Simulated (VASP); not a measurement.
Cost and result of VASP (PAW) for the bulk modulus of RbBr (rock salt). Static lattice, third-order Birch-Murnaghan fit over five volumes. The cost counts the five points of the equation of state, each on the mesh and cut-off of its row, so the ratios hold those differences too. With PBE it took about 90 core-seconds. Costs are core time on shared hosts, one run each; read them as rough ratios.

```
level   k-mesh  cut-off (eV)  bulk modulus (GPa)         cost over PBE
------  ------  ------------  ------------------  --------------------
LDA      7×7×7           520                 [?]  within a factor of 2
PBEsol   7×7×7           520                13.9  within a factor of 2
PBE      7×7×7           520                11.8             reference
r2SCAN   7×7×7           520                14.0         about 6 times
SCAN     7×7×7           520                 [?]         about 6 times
```

Problem. Fill in the missing entries.

Solution. 
- LDA, bulk modulus (GPa): 18.4
- SCAN, bulk modulus (GPa): 14.8

Left out are levels that failed, ran on another kind of processor or have no fit band path; at most nine are shown.

The compound is RbBr in the rock salt structure.
